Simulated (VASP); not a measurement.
Here is the system:

```yaml
crystal:
  lattice:
    - [0.00000, 1.79699, 1.79699]
    - [1.79699, 0.00000, 1.79699]
    - [1.79699, 1.79699, 0.00000]
  atoms:
    - { symbol: C, position: [0.00000, 0.00000, 0.00000] }
    - { symbol: C, position: [0.25000, 0.25000, 0.25000] }
```

Computed with PBE GGA with D3 dispersion (Becke-Johnson damping), VASP's PBE PAW potentials (set 64) (plane waves; VASP). Numerical set-up: 520 eV cut-off, 13×13×13 Γ-centred mesh, Gaussian smearing of 0.050 eV, potentials C.

### Question
Give the stress tensor in GPa (positive for a compressed cell).

### Answer

```
-12.38    0.00    0.00
  0.00  -12.38    0.00
  0.00    0.00  -12.38
```
The pressure is its mean diagonal, -12.38 GPa.

The compound is C in the diamond structure. This cell is one point of a volume scan, at 1.03 of the reference volume.
